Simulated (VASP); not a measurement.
```
RhSi
1.0
    4.54038     0.00000    -0.03189
    0.00000     4.54119     0.00000
   -2.36836     0.00000     4.97159
Si Rh
4 4
Direct
  0.78983   0.64821   0.06383
  0.21017   0.35179   0.93617
  0.21017   0.14821   0.43617
  0.78983   0.85179   0.56383
  0.30047   0.64565   0.61463
  0.69953   0.35435   0.38537
  0.69953   0.14565   0.88537
  0.30047   0.85435   0.11463
```

Method: LDA (Ceperley-Alder, Perdew-Zunger), VASP's LDA PAW potentials (set 64) (plane waves; VASP 6.6.1). Numerical set-up: 400 eV cut-off, 9×9×7 Γ-centred mesh, tetrahedra with Blöchl corrections, potentials Si Rh_pv.

Tabulate the total density of states (states/eV per cell) against energy (eV; zero at the valence-band maximum or, without a gap, the Fermi level).

(E (eV), DOS (states/eV)): (-10.00, 1.98); (-9.78, 1.75); (-9.67, 1.54); (-9.45, 1.67); (-9.34, 2.62); (-9.12, 3.77); (-9.01, 3.63); (-8.79, 2.78); (-8.68, 2.51); (-8.46, 2.15); (-8.24, 0.85); (-8.13, 0.58); (-7.92, 0.22); (-7.80, 0.05); (-7.59, 0.60); (-7.48, 1.24); (-7.26, 2.57); (-7.15, 2.91); (-6.93, 3.75); (-6.71, 4.63); (-6.60, 4.17); (-6.38, 4.02); (-6.27, 4.39); (-6.05, 5.02); (-5.94, 4.03); (-5.72, 4.23); (-5.61, 4.43); (-5.39, 6.49); (-5.17, 6.61); (-5.06, 5.93); (-4.84, 8.61); (-4.74, 9.80); (-4.52, 7.43); (-4.41, 8.61); (-4.19, 11.9); (-4.08, 11.4); (-3.86, 11.0); (-3.64, 8.58); (-3.53, 7.47); (-3.31, 5.00); (-3.20, 5.85); (-2.98, 6.82); (-2.87, 7.01); (-2.65, 5.77); (-2.43, 9.45); (-2.32, 8.10); (-2.10, 6.08); (-1.99, 7.56); (-1.77, 6.07); (-1.67, 4.67); (-1.45, 4.94); (-1.34, 6.53); (-1.12, 4.16); (-0.90, 4.33); (-0.79, 4.13); (-0.57, 1.96); (-0.46, 1.10); (-0.24, 0.53); (-0.13, 0.37); (0.09, 0.50); (0.20, 1.22); (0.42, 2.53); (0.64, 3.67); (0.75, 3.22); (0.97, 3.42); (1.08, 3.61); (1.29, 4.03); (1.41, 4.15); (1.62, 3.43); (1.73, 2.76); (1.95, 2.50); (2.17, 2.51); (2.28, 3.26); (2.50, 3.30); (2.61, 3.43); (2.83, 2.62); (2.94, 2.64); (3.16, 3.16); (3.27, 3.62); (3.49, 3.20)
Within 2 eV below the Fermi level the largest weight inside VASP's projection spheres is Rh d.

The structure comes from a computed database's SiRh entry (P2_1/c); how it stands against other phases isn't given here. It was relaxed first.
